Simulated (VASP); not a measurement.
# CuSbTeSe: structure and properties in VASP, part 4 of 6

Wanted: the relaxed cell of CuSbTeSe and its properties. The cell is invented: it takes the structure of a Materials Project entry for AgSbTeSe (space group 123 there), with some of its atoms replaced by other elements, volume scaled by an estimate. It may not be a known or stable phase.

VASP 6.6.1, plane waves and PAW; the level of theory is named at each step.

Still holding for the runs below: This run has no spin polarisation, although Cu can carry a moment.

So far. Step 5 (Single point with fields (PW91)): In this run the pressure is 0.00 GPa, small enough to go on. Step 6 (Bands along the symmetry lines (PW91)): There is no gap at this level.

## Step 7: Total and projected DOS (PW91)

Level of this step: PW91, no spin polarisation; plane waves and PAW (Te, Sb, Se, Cu); invented cell (VASP).

A density of states needs more k-points than a total energy; ISMEAR = -5 takes tetrahedra, and LORBIT projects the states on the PAW spheres. The mesh is finer than in the run before.

The input, INCAR:

```
SYSTEM = CuSbTeSe
PREC = Accurate
ENCUT = 400
EDIFF = 1E-06
NELM = 100
ISMEAR = -5
SIGMA = 0.05
LREAL = .FALSE.
ALGO = Normal
GGA = 91
NBANDS = 28
LASPH = .TRUE.
LORBIT = 11
LWAVE = .FALSE.
LCHARG = .FALSE.
KPAR = 2
NEDOS = 2001
```

The input, POSCAR:

```
CuSbTeSe
1.0
    3.9949679117      0.0000000000      0.0000000000
    0.0000000000      3.9949679117      0.0000000000
    0.0000000000      0.0000000000      6.1828544425
Te Sb Se Cu
1 1 1 1
Direct
    0.5000000000      0.5000000000      0.0000000000
    0.5000000000      0.5000000000      0.5000000000
    0.0000000000      0.0000000000      0.5000000000
    0.0000000000      0.0000000000      0.0000000000
```

The input, KPOINTS:

```
Automatic mesh
0
Gamma
8 8 6
0 0 0
```

PAW data sets: Te, Sb, Se and Cu (PBE family, release 64).

On the command line:

```
$ mpirun -np 2 vasp_std
```

The log of the run:

```text
[... set-up lines as in an earlier step ...]
 entering main loop
       N       E                     dE             d eps       ncg     rms          rms(c)
DAV:   1     0.159006207926E+03    0.15901E+03   -0.90176E+03  3360   0.773E+02
DAV:   2    -0.115305296898E+01   -0.16016E+03   -0.14766E+03  3600   0.194E+02
DAV:   3    -0.147274572346E+02   -0.13574E+02   -0.13123E+02  4412   0.627E+01
DAV:   4    -0.151804586724E+02   -0.45300E+00   -0.45103E+00  4040   0.107E+01
DAV:   5    -0.151979805820E+02   -0.17522E-01   -0.17534E-01  4816   0.249E+00    0.915E+00
DAV:   6    -0.156307291457E+02   -0.43275E+00   -0.18794E+01  4364   0.580E+01    0.724E+00
DAV:   7    -0.145504572729E+02    0.10803E+01   -0.30779E+00  4320   0.414E+01    0.340E+00
DAV:   8    -0.146763516860E+02   -0.12589E+00   -0.14800E+00  4960   0.178E+01    0.303E+00
DAV:   9    -0.145623984972E+02    0.11395E+00   -0.15689E+00  4580   0.150E+01    0.106E+00
DAV:  10    -0.145515328506E+02    0.10866E-01   -0.60690E-02  5044   0.341E+00    0.429E-01
DAV:  11    -0.145508666240E+02    0.66623E-03   -0.15460E-02  5052   0.191E+00    0.137E-01
DAV:  12    -0.145522516134E+02   -0.13850E-02   -0.39826E-03  5320   0.759E-01    0.185E-01
DAV:  13    -0.145514845740E+02    0.76704E-03   -0.79873E-04  4780   0.436E-01    0.100E-01
DAV:  14    -0.145512271194E+02    0.25745E-03   -0.20542E-04  5200   0.212E-01    0.555E-02
DAV:  15    -0.145509215066E+02    0.30561E-03   -0.24857E-04  4820   0.227E-01    0.911E-03
DAV:  16    -0.145509356310E+02   -0.14124E-04   -0.24478E-05  3784   0.211E-02    0.602E-03
DAV:  17    -0.145509529336E+02   -0.17303E-04   -0.11023E-06  2128   0.160E-02    0.120E-03
DAV:  18    -0.145509567863E+02   -0.38527E-05   -0.27529E-07  2116   0.704E-03    0.103E-03
DAV:  19    -0.145509534754E+02    0.33109E-05   -0.21255E-07  2032   0.690E-03    0.307E-04
DAV:  20    -0.145509552758E+02   -0.18004E-05   -0.75534E-08  2016   0.279E-03    0.573E-04
DAV:  21    -0.145509531183E+02    0.21574E-05   -0.49942E-08  1992   0.350E-03    0.231E-04
DAV:  22    -0.145509534586E+02   -0.34030E-06   -0.22327E-08  1960   0.911E-04
   1 F= -.14550953E+02 E0= -.14550953E+02  d E =0.000000E+00
 -----------------------------------------------------------------------------
|                                                                             |
|           W    W    AA    RRRRR   N    N  II  N    N   GGGG   !!!           |
|           W    W   A  A   R    R  NN   N  II  NN   N  G    G  !!!           |
|           W    W  A    A  R    R  N N  N  II  N N  N  G       !!!           |
|           W WW W  AAAAAA  RRRRR   N  N N  II  N  N N  G  GGG   !            |
|           WW  WW  A    A  R   R   N   NN  II  N   NN  G    G                |
|           W    W  A    A  R    R  N    N  II  N    N   GGGG   !!!           |
|                                                                             |
|     Tetrahedron method does not include variations of the Fermi             |
|     occupations, so forces and stress will be inaccurate. We suggest        |
|     using a different smearing scheme ISMEAR = 1 or 2 for metals in         |
|     relaxations.                                                            |
|                                                                             |
 -----------------------------------------------------------------------------
```

Run time: 66 s. Hardware: 2 MPI ranks of Intel Xeon Platinum 8259CL at 2.50GHz (Skylake/Cascade Lake), shared host; peak memory 0.51 GiB; 2.2 min of CPU time.

OUTCAR, selected parts (step 7):

```text
   k-points           NKPTS =     60   k-points in BZ     NKDIM =     60   number of bands    NBANDS=     28

   NELECT =      28.0000    total number of electrons

 E-fermi :   6.1931

 k-point     1 :       0.0000    0.0000    0.0000
  band No.  band energies     occupation
    ...
     10       4.2167      2.00000
     11       4.2829      2.00000
     12       4.9119      2.00000
     13       5.1626      2.00000
     14       5.1626      2.00000
     15       7.1560      0.00000
     16       9.2222      0.00000
     17       9.8393      0.00000
     18      10.3468      0.00000
     19      10.3468      0.00000
    ...

  Total        0.5849603      0.5849603     -0.8897645      0.0000000      0.0000000      0.0000000
  in kB        9.4977643      9.4977643    -14.4467470      0.0000000      0.0000000      0.0000000
  external PRESSURE =       1.5162605 kB  Pullay stress =       0.0000000 kB

  FREE ENERGIE OF THE ION-ELECTRON SYSTEM (eV)
  ---------------------------------------------------
  free  energy   TOTEN  =       -14.5509534586 eV

  energy  without entropy=      -14.5509534586  energy(sigma->0) =      -14.55095346

[... 7 parts as in an earlier step ...]

[... 10 further parts left out ...]
```

With tetrahedra the forces and stress of a metal are not exact derivatives of the energy.

This step gave:

```yaml
scf_cycles: 22
irreducible_k_points: 60
free_energy_toten: -14.55 eV
fermi_energy: 6.193 eV
pressure: 0.1516 GPa
dos_at_the_fermi_level: 1.240 states/eV/cell
```

The density of states has structure finer than the step of the table below, so its rows give means over 0.5 eV, whole bins alone (the curve runs from -12.0 to 6.20 eV). Peaks (eV: height): total -11.42: 4.83, -2.73: 6.20, -1.95: 24.0; Cu d -1.95: 21.2; Se p -4.05: 0.523, -2.96: 0.807, -2.73: 1.17, -1.64: 0.460; Te p -4.59: 0.380, -3.58: 0.602, -3.04: 0.640, -0.79: 0.598; Sb p -4.59: 0.273, 0.38: 0.467, 2.63: 0.319, 3.33: 0.444.

States under -12.0 eV and over 6.2 eV are left out. Table of density of states by energy, zero at the Fermi level; means over each step; 7 of 8 lines; values in states/eV/cell:

| energy (eV) | total | Cu d | Se p | Te p | Sb p | Sb s | Cu p |
| --- | --- | --- | --- | --- | --- | --- | --- |
| -11.5 | 2.84 | 0.0100 | 0.0154 | 0.00228 | 0.0138 | 0.160 | 0.0174 |
| -11.0 | 1.12 | 0.00906 | 0.00362 | 0.00110 | 0.00767 | 0.0662 | 0.00622 |
| -10.5 | 0.0684 | 1.1e-4 | 0.00387 | 9.2e-4 | 2.9e-4 | 0.0278 | 5.9e-5 |
| -10.0 | 0.607 | 5.9e-4 | 0.0325 | 0.00867 | 0.00311 | 0.259 | 7.8e-4 |
| -9.5 | 1.40 | 0.00205 | 0.0675 | 0.0165 | 0.00769 | 0.585 | 0.00219 |
| -9.0 | 1.21 | 0.00279 | 0.0551 | 0.0106 | 0.00771 | 0.504 | 0.00135 |
| -8.5 | 0.453 | 5.1e-4 | 0.0179 | 0.00563 | 0.00376 | 0.195 | 9.4e-5 |
| -8.0 | 0.221 | 0 | 0.00638 | 0.00315 | 0.00178 | 0.0977 | 0 |
| -7.5 | 0.0247 | 0 | 5.2e-4 | 1.9e-4 | 1.5e-4 | 0.0115 | 0 |
| -7.0 | 0 | 0 | 0 | 0 | 0 | 0 | 0 |
| -6.5 | 0.0514 | 8.1e-5 | 0.0128 | 7.9e-4 | 0.00771 | 2.1e-4 | 1.8e-4 |
| -6.0 | 0.641 | 0.00224 | 0.159 | 0.0119 | 0.0934 | 0.00542 | 0.00212 |
| -5.5 | 1.40 | 0.0156 | 0.262 | 0.107 | 0.154 | 0.0137 | 0.00774 |
| -5.0 | 2.22 | 0.0520 | 0.298 | 0.281 | 0.173 | 0.0194 | 0.0144 |
| -4.5 | 2.59 | 0.0962 | 0.412 | 0.297 | 0.220 | 0.0237 | 0.0166 |
| -4.0 | 2.62 | 0.169 | 0.416 | 0.331 | 0.217 | 0.0271 | 0.0211 |
| -3.5 | 3.18 | 0.503 | 0.384 | 0.490 | 0.201 | 0.0382 | 0.0473 |
| -3.0 | 4.50 | 1.54 | 0.607 | 0.537 | 0.102 | 0.0270 | 0.0610 |
| -2.5 | 4.56 | 2.06 | 0.578 | 0.343 | 0.113 | 0.0626 | 0.0271 |
| -2.0 | 11.6 | 9.55 | 0.337 | 0.166 | 0.116 | 0.0801 | 0.0132 |
| -1.5 | 4.57 | 2.62 | 0.368 | 0.270 | 0.152 | 0.0697 | 0.0410 |
| -1.0 | 3.11 | 1.16 | 0.252 | 0.479 | 0.119 | 0.0417 | 0.0574 |
| -0.5 | 1.95 | 0.549 | 0.158 | 0.369 | 0.105 | 0.0340 | 0.0310 |
| 0.0 | 1.43 | 0.223 | 0.103 | 0.170 | 0.234 | 0.0135 | 0.0157 |
| 0.5 | 1.80 | 0.0860 | 0.164 | 0.121 | 0.395 | 0.0245 | 0.0173 |
| 1.0 | 1.59 | 0.0704 | 0.142 | 0.145 | 0.299 | 0.0221 | 0.0220 |
| 1.5 | 1.57 | 0.0469 | 0.161 | 0.138 | 0.288 | 0.0301 | 0.0232 |
| 2.0 | 1.31 | 0.0229 | 0.149 | 0.107 | 0.247 | 0.0324 | 0.0238 |
| 2.5 | 1.51 | 0.0170 | 0.170 | 0.123 | 0.269 | 0.0300 | 0.0363 |
| 3.0 | 1.94 | 0.0246 | 0.189 | 0.192 | 0.291 | 0.0219 | 0.0472 |
| 3.5 | 3.14 | 0.0562 | 0.273 | 0.293 | 0.374 | 0.0207 | 0.115 |
| 4.0 | 2.62 | 0.0562 | 0.265 | 0.170 | 0.257 | 0.0150 | 0.0936 |
| 4.5 | 1.90 | 0.0272 | 0.225 | 0.0443 | 0.197 | 0.00745 | 0.112 |
| 5.0 | 2.49 | 0.0394 | 0.250 | 0.0726 | 0.200 | 0.00524 | 0.165 |
| 5.5 | 2.82 | 0.0470 | 0.203 | 0.150 | 0.145 | 0.00400 | 0.201 |

The finer mesh and the other smearing move the Fermi level by +0.09 eV from the 6×6×4 run, one measure of the sampling error in the zero of the bands above. Of the states within 0.3 eV of the Fermi level, the largest shares in the PAW spheres are Sb p 17 %, Cu d 14 % and Te p 11 %. The rest lies in smaller channels or between the spheres.

## Step 8: Volume scan with PW91

An equation of state needs energies on both sides of the minimum, all on one mesh and cutoff.

The input, INCAR:

```
SYSTEM = CuSbTeSe
PREC = Accurate
ENCUT = 400
EDIFF = 1E-06
NELM = 100
ISMEAR = 0
SIGMA = 0.05
LREAL = .FALSE.
ALGO = Normal
GGA = 91
NBANDS = 20
LASPH = .TRUE.
LORBIT = 11
LWAVE = .FALSE.
LCHARG = .FALSE.
KPAR = 2
ISIF = 2
```

The input, POSCAR:

```
CuSbTeSe
1.0
    3.9134150711      0.0000000000      0.0000000000
    0.0000000000      3.9134150711      0.0000000000
    0.0000000000      0.0000000000      6.0566383241
Te Sb Se Cu
1 1 1 1
Direct
    0.5000000000      0.5000000000      0.0000000000
    0.5000000000      0.5000000000      0.5000000000
    0.0000000000      0.0000000000      0.5000000000
    0.0000000000      0.0000000000      0.0000000000
```

The input, KPOINTS:

```
Automatic mesh
0
Gamma
6 6 4
0 0 0
```

On the command line:

```
$ mpirun -np 2 vasp_std
```

The log of the run:

```text
[... set-up lines as in an earlier step ...]
 entering main loop
       N       E                     dE             d eps       ncg     rms          rms(c)
DAV:   1     0.163780024323E+03    0.16378E+03   -0.96910E+03  1200   0.111E+03
DAV:   2    -0.239755953219E+00   -0.16402E+03   -0.15716E+03  1244   0.254E+02
DAV:   3    -0.145360189155E+02   -0.14296E+02   -0.13611E+02  1596   0.800E+01
DAV:   4    -0.151182917093E+02   -0.58227E+00   -0.57818E+00  1444   0.150E+01
DAV:   5    -0.151412397960E+02   -0.22948E-01   -0.22939E-01  1656   0.358E+00    0.104E+01
DAV:   6    -0.155085285698E+02   -0.36729E+00   -0.20369E+01  1576   0.840E+01    0.743E+00
DAV:   7    -0.144682133786E+02    0.10403E+01   -0.40024E+00  1424   0.608E+01    0.387E+00
DAV:   8    -0.145743841519E+02   -0.10617E+00   -0.13143E+00  1844   0.209E+01    0.246E+00
DAV:   9    -0.144991897819E+02    0.75194E-01   -0.70947E-01  1576   0.180E+01    0.613E-01
DAV:  10    -0.144976202614E+02    0.15695E-02   -0.31723E-02  1792   0.360E+00    0.234E-01
DAV:  11    -0.144977282361E+02   -0.10797E-03   -0.23232E-03  1592   0.293E-01    0.136E-01
DAV:  12    -0.144977768744E+02   -0.48638E-04   -0.11914E-03  1696   0.782E-01    0.103E-01
DAV:  13    -0.144977185220E+02    0.58352E-04   -0.22109E-04  1696   0.350E-01    0.593E-02
DAV:  14    -0.144977030923E+02    0.15430E-04   -0.80776E-05  1780   0.201E-01    0.197E-02
DAV:  15    -0.144977028470E+02    0.24528E-06   -0.17564E-05  1380   0.221E-02    0.608E-03
DAV:  16    -0.144977026672E+02    0.17980E-06   -0.91782E-07   736   0.239E-02
   1 F= -.14497703E+02 E0= -.14496920E+02  d E =-.156593E-02
```

Wall time 22 s (2 MPI ranks); peak memory 0.4 GiB.

OUTCAR, selected parts (step 8):

```text
   ENCUT  =  400.0 eV  29.40 Ry    5.42 a.u.   6.38  6.38  9.88*2*pi/ulx,y,z

   NELECT =      28.0000    total number of electrons

 E-fermi :   6.9043

 k-point     1 :       0.0000    0.0000    0.0000
  band No.  band energies     occupation
    ...
     10       4.7424      2.00000
     11       4.8193      2.00000
     12       5.5647      2.00000
     13       5.8468      2.00000
     14       5.8468      2.00000
     15       8.1034      0.00000
     16       9.7679      0.00000
     17      10.8427      0.00000
     18      11.4325      0.00000
     19      11.4325      0.00000
    ...

  Total        2.8986499      2.8986499      1.9981936      0.0000000      0.0000000      0.0000000
  in kB       50.0683043     50.0683043     34.5147456      0.0000000      0.0000000      0.0000000
  external PRESSURE =      44.8837848 kB  Pullay stress =       0.0000000 kB

 POSITION                                       TOTAL-FORCE (eV/Angst)
 -----------------------------------------------------------------------------------
      1.95671      1.95671      0.00000         0.000000      0.000000      0.000000
      1.95671      1.95671      3.02832         0.000000      0.000000      0.000000
      0.00000      0.00000      3.02832         0.000000      0.000000      0.000000
      0.00000      0.00000      0.00000         0.000000      0.000000      0.000000
 -----------------------------------------------------------------------------------
    total drift:                               -0.000000      0.000000     -0.000000

  FREE ENERGIE OF THE ION-ELECTRON SYSTEM (eV)
  ---------------------------------------------------
  free  energy   TOTEN  =       -14.4977026672 eV

  energy  without entropy=      -14.4961367338  energy(sigma->0) =      -14.49691970

[... 4 parts as in an earlier step ...]

[... 12 further parts left out ...]
```

The scan keeps the cell's shape and the fractional positions fixed.

This step gave:

```
SCF cycles              : 16
bands                   : 20
irreducible k-points    : 30
free energy (TOTEN)     : -14.50 eV
energy at zero smearing : -14.50 eV
Fermi energy            : 6.904 eV
pressure                : 4.488 GPa
```

The pressure here is 4.49 GPa.

## Step 9: Volume scan with PW91 (run 2)

INCAR is that of step 8.

The input, POSCAR:

```
CuSbTeSe
1.0
    3.9409752402      0.0000000000      0.0000000000
    0.0000000000      3.9409752402      0.0000000000
    0.0000000000      0.0000000000      6.0992921120
Te Sb Se Cu
1 1 1 1
Direct
    0.5000000000      0.5000000000      0.0000000000
    0.5000000000      0.5000000000      0.5000000000
    0.0000000000      0.0000000000      0.5000000000
    0.0000000000      0.0000000000      0.0000000000
```

KPOINTS is that of step 8.

On the command line:

```
$ mpirun -np 2 vasp_std
```

The log of the run:

```text
[... set-up lines as in an earlier step ...]
 entering main loop
       N       E                     dE             d eps       ncg     rms          rms(c)
DAV:   1     0.164343329259E+03    0.16434E+03   -0.97438E+03  1200   0.109E+03
DAV:   2    -0.784063308322E-01   -0.16442E+03   -0.15758E+03  1276   0.256E+02
DAV:   3    -0.145804927265E+02   -0.14502E+02   -0.13898E+02  1572   0.825E+01
DAV:   4    -0.151633219739E+02   -0.58283E+00   -0.57746E+00  1456   0.150E+01
DAV:   5    -0.151846425600E+02   -0.21321E-01   -0.21296E-01  1644   0.337E+00    0.101E+01
DAV:   6    -0.155753363763E+02   -0.39069E+00   -0.20565E+01  1584   0.832E+01    0.734E+00
DAV:   7    -0.145176071597E+02    0.10577E+01   -0.39732E+00  1440   0.601E+01    0.374E+00
DAV:   8    -0.146159963178E+02   -0.98389E-01   -0.13258E+00  1848   0.213E+01    0.245E+00
DAV:   9    -0.145460902642E+02    0.69906E-01   -0.69201E-01  1600   0.176E+01    0.629E-01
DAV:  10    -0.145441081808E+02    0.19821E-02   -0.30701E-02  1796   0.356E+00    0.243E-01
DAV:  11    -0.145441780569E+02   -0.69876E-04   -0.24910E-03  1808   0.418E-01    0.136E-01
DAV:  12    -0.145442329066E+02   -0.54850E-04   -0.10838E-03  1724   0.721E-01    0.110E-01
DAV:  13    -0.145441695036E+02    0.63403E-04   -0.24023E-04  1700   0.365E-01    0.619E-02
DAV:  14    -0.145441514889E+02    0.18015E-04   -0.81025E-05  1828   0.190E-01    0.210E-02
DAV:  15    -0.145441512158E+02    0.27306E-06   -0.16642E-05  1452   0.215E-02    0.477E-03
DAV:  16    -0.145441511554E+02    0.60459E-07   -0.83046E-07   740   0.226E-02
   1 F= -.14544151E+02 E0= -.14543388E+02  d E =-.152575E-02
```

Run time: 22 s. Hardware: 2 MPI ranks; peak memory 0.4 GiB.

Parts of OUTCAR (step 9):

```text
   ENCUT  =  400.0 eV  29.40 Ry    5.42 a.u.   6.43  6.43  9.95*2*pi/ulx,y,z

   NELECT =      28.0000    total number of electrons

 E-fermi :   6.6249

 k-point     1 :       0.0000    0.0000    0.0000
  band No.  band energies     occupation
    ...
     10       4.5418      2.00000
     11       4.6154      2.00000
     12       5.3314      2.00000
     13       5.6049      2.00000
     14       5.6049      2.00000
     15       7.7667      0.00000
     16       9.5751      0.00000
     17      10.5055      0.00000
     18      11.0567      0.00000
     19      11.0567      0.00000
    ...

  Total        1.8539943      1.8539943      1.2828650      0.0000000      0.0000000     -0.0000000
  in kB       31.3568293     31.3568293     21.6972507      0.0000000      0.0000000     -0.0000000
  external PRESSURE =      28.1369697 kB  Pullay stress =       0.0000000 kB

 POSITION                                       TOTAL-FORCE (eV/Angst)
 -----------------------------------------------------------------------------------
      1.97049      1.97049      0.00000         0.000000      0.000000      0.000000
      1.97049      1.97049      3.04965         0.000000      0.000000      0.000000
      0.00000      0.00000      3.04965         0.000000      0.000000      0.000000
      0.00000      0.00000      0.00000         0.000000      0.000000      0.000000
 -----------------------------------------------------------------------------------
    total drift:                               -0.000000      0.000000     -0.000000

  FREE ENERGIE OF THE ION-ELECTRON SYSTEM (eV)
  ---------------------------------------------------
  free  energy   TOTEN  =       -14.5441511554 eV

  energy  without entropy=      -14.5426254073  energy(sigma->0) =      -14.54338828

[... 4 parts as in an earlier step ...]

[... 12 further parts left out ...]
```

This step gave:

```yaml
free_energy_toten: -14.54 eV
energy_at_zero_smearing: -14.54 eV
fermi_energy: 6.625 eV
pressure: 2.814 GPa
```

The pressure falls from 4.49 to 2.81 GPa.

The run ends at a pressure of 2.81 GPa.

## Step 10: Volume scan with PW91 (run 3)

INCAR is that of step 9.

The input, POSCAR:

```
CuSbTeSe
1.0
    3.9681552386      0.0000000000      0.0000000000
    0.0000000000      3.9681552386      0.0000000000
    0.0000000000      0.0000000000      6.1413575248
Te Sb Se Cu
1 1 1 1
Direct
    0.5000000000      0.5000000000      0.0000000000
    0.5000000000      0.5000000000      0.5000000000
    0.0000000000      0.0000000000      0.5000000000
    0.0000000000      0.0000000000      0.0000000000
```

KPOINTS is that of step 9.

On the command line:

```
$ mpirun -np 2 vasp_std
```

The log of the run:

```text
[... set-up lines as in an earlier step ...]
 entering main loop
       N       E                     dE             d eps       ncg     rms          rms(c)
DAV:   1     0.162860902976E+03    0.16286E+03   -0.96399E+03  1200   0.108E+03
DAV:   2    -0.182491167778E+00   -0.16304E+03   -0.15660E+03  1256   0.252E+02
DAV:   3    -0.146498585286E+02   -0.14467E+02   -0.13935E+02  1600   0.812E+01
DAV:   4    -0.151892399772E+02   -0.53938E+00   -0.53539E+00  1384   0.145E+01
[...]
DAV:  14    -0.145711413977E+02    0.15398E-04   -0.79900E-05  1812   0.170E-01    0.205E-02
DAV:  15    -0.145711412599E+02    0.13784E-06   -0.13526E-05  1372   0.191E-02    0.452E-03
DAV:  16    -0.145711411600E+02    0.99927E-07   -0.71905E-07   736   0.214E-02
   1 F= -.14571141E+02 E0= -.14570394E+02  d E =-.149422E-02
```

Run time: 23 s. Hardware: 2 MPI ranks; peak memory 0.4 GiB; 45 s of CPU time.

Parts of OUTCAR (step 10):

```text
  Total        0.8932177      0.8932177      0.6257232      0.0000000      0.0000000      0.0000000
  in kB       14.7987898     14.7987898     10.3669533      0.0000000      0.0000000      0.0000000
  external PRESSURE =      13.3215109 kB  Pullay stress =       0.0000000 kB

 POSITION                                       TOTAL-FORCE (eV/Angst)
 -----------------------------------------------------------------------------------
      1.98408      1.98408      0.00000         0.000000      0.000000      0.000000
      1.98408      1.98408      3.07068         0.000000      0.000000      0.000000
      0.00000      0.00000      3.07068         0.000000      0.000000      0.000000
      0.00000      0.00000      0.00000         0.000000      0.000000      0.000000
 -----------------------------------------------------------------------------------
    total drift:                               -0.000000      0.000000     -0.000000

  FREE ENERGIE OF THE ION-ELECTRON SYSTEM (eV)
  ---------------------------------------------------
  free  energy   TOTEN  =       -14.5711411600 eV

  energy  without entropy=      -14.5696469434  energy(sigma->0) =      -14.57039405

[... 1 part as in an earlier step ...]

[... 2 further parts left out ...]
[key lines of the parts left out:]
E-fermi :   6.3572
```

The pressure falls from 2.81 to 1.33 GPa.

The run ends at a pressure of 1.33 GPa.

[end of part 4 of 6]

[Lines on the potential files, build, host, timing and source positions are cut from VASP's logs without a mark.]

[Logs are printed without paths, hosts, clocks, repeated set-up lines and the standing remarks that a program may print on its own settings, such as how far it seeks lower states.]

[Hosts, paths, dates, database ids (printed as entryN), source tags and the programs' standing remarks are cut or masked in the printed files.]

[A measured line is paired with the nearest computed mode of its activity, which favours agreement.]
